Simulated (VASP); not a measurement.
Consider the following.

```
W2N
1.0
    2.94724     0.00000     0.00000
   -1.47362     2.55238     0.00000
    0.00000     0.00000     4.75450
N W
1 2
Direct
  0.00000   0.00000   0.00000
  0.33333   0.66667   0.25200
  0.66667   0.33333   0.74800
```

These are PBE GGA, VASP's PBE PAW potentials (set 64) (plane waves; VASP 6.6.1) values and carry that method's errors. Settings: 400 eV cut-off, 10×10×6 Γ-centred mesh, Gaussian smearing of 0.10 eV, potentials N W_sv.

At this cut-off the stress carries a Pulay error, which pulls relaxed volumes low.

**Question.** Which forces act on the atoms, in eV/Å?

**Answer.** 
```
atom     Fx     Fy      Fz
----  -----  -----  ------
N1    0.000  0.000   0.000
W2    0.000  0.000   2.222
W3    0.000  0.000  -2.222
```

**Question.** Give the stress tensor in GPa (positive for a compressed cell).

**Answer.** 
```
19.56   0.00   0.00
 0.00  19.56   0.00
 0.00   0.00  16.47
```
The pressure is its mean diagonal, 18.53 GPa.

The structure was generated: W2N was put into an ordered model structure, which need not be its known phase. The cell was not relaxed at this level. The electron count is odd and the run is not spin-polarised, which forces a metal. VASP warned that the highest band is occupied, so more bands are needed.
